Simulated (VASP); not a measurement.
Here is a VASP 6.6.1 calculation.

Contents of INCAR:

```
SYSTEM = Hf2CO2
ALGO = Normal
DIPOL = 0.5 0.5 0.500
EDIFF = 1E-7
ENCUT = 520
GGA = PS
IDIPOL = 3
ISIF = 2
ISMEAR = 0
IVDW = 13
LASPH = .TRUE.
LCHARG = .FALSE.
LDIPOL = .TRUE.
LREAL = .FALSE.
LWAVE = .FALSE.
NBANDS = 26
NELM = 100
PREC = Accurate
SIGMA = 0.03
```

Contents of KPOINTS:

```
k-points
0
G
  12 12 1
  0 0 0
```

File POSCAR:

```
Hf2CO2
1.0
    3.2500000000      0.0000000000      0.0000000000
   -1.6250000000      2.8145825623      0.0000000000
    0.0000000000      0.0000000000     18.5800000000
O Hf C
2 2 1
Direct
    0.6666670000      0.3333330000      0.3767491927
    0.3333330000      0.6666670000      0.6232508073
    0.3333330000      0.6666670000      0.4321851453
    0.6666670000      0.3333330000      0.5678148547
    0.0000000000      0.0000000000      0.5000000000
```

Potentials or basis: VASP PAW PBE potentials, release 64 (O, Hf_pv, C).

Run with:

```sh
$ cat potpaw_PBE.64/O/POTCAR potpaw_PBE.64/Hf_pv/POTCAR potpaw_PBE.64/C/POTCAR > POTCAR
$ mpirun -np 1 vasp_std > vasp.out
```

Predict the dispersion energy per atom.

-0.079 eV.

What does it give for the band gap on the k mesh?

1.07 eV, indirect (least direct gap 1.89 eV).

Estimate the largest force.

3.959 eV/Å.

Forces on the atoms (eV/Å):
```
O    0.000  0.000  1.539
O    0.000  0.000 -1.539
Hf   0.000  0.000 -3.959
Hf   0.000  0.000  3.959
C    0.000  0.000  0.000
```

Caveat: the PAW data sets were made with another functional, which shifts forces and pressure a little; spin-orbit coupling is left out, which moves the levels of the heavy elements. As with any semilocal functional, this PBEsol gap is likely too small.
